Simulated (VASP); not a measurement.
Here is a VASP 6.6.1 calculation.

The input INCAR:

```
SYSTEM = RbY3
  PREC = Accurate
  ENCUT = 600
  EDIFF = 1E-6
  ISMEAR = 1
  SIGMA = 0.1
  LREAL = .FALSE.
  LASPH = .TRUE.
  NELM = 100
  ALGO = Normal
  ISIF = 3
  LWAVE = .FALSE.
  LCHARG = .FALSE.
  GGA = RP
  IBRION = 2
  NSW = 60
  EDIFFG = -0.01
```

Contents of KPOINTS:

```
Automatic mesh
0
G
  6 6 6
  0 0 0
```

POSCAR

```
RbY3
1.0
    0.0000000000      4.2159900000      4.2159900000
    4.2159900000      0.0000000000      4.2159900000
    4.2159900000      4.2159900000      0.0000000000
Rb Y
1 3
Direct
    0.0000000000      0.0000000000      0.0000000000
    0.2500000000      0.2500000000      0.2500000000
    0.7500000000      0.7500000000      0.7500000000
    0.5000000000      0.5000000000      0.5000000000
```

Potentials or basis: VASP PAW PBE potentials, release 64 (Rb_sv, Y_sv).

Command:

```sh
$ cat potpaw_PBE.64/Rb_sv/POTCAR potpaw_PBE.64/Y_sv/POTCAR > POTCAR
$ mpirun -np 1 vasp_std > vasp.out
```

(1) Predict the band gap on the k mesh.

(2) What does it give for the relaxed volume?

(3) Estimate the relaxed cell.

## Answers

(1) none (metal or under the smearing width).

(2) 39.23 Å³/atom.

(3) a = 6.054 Å, b = 6.054 Å, c = 6.054 Å, α = 60.00°, β = 60.00°, γ = 60.00°.

Caveat: the PAW data sets were made with another functional, which shifts forces and pressure a little.
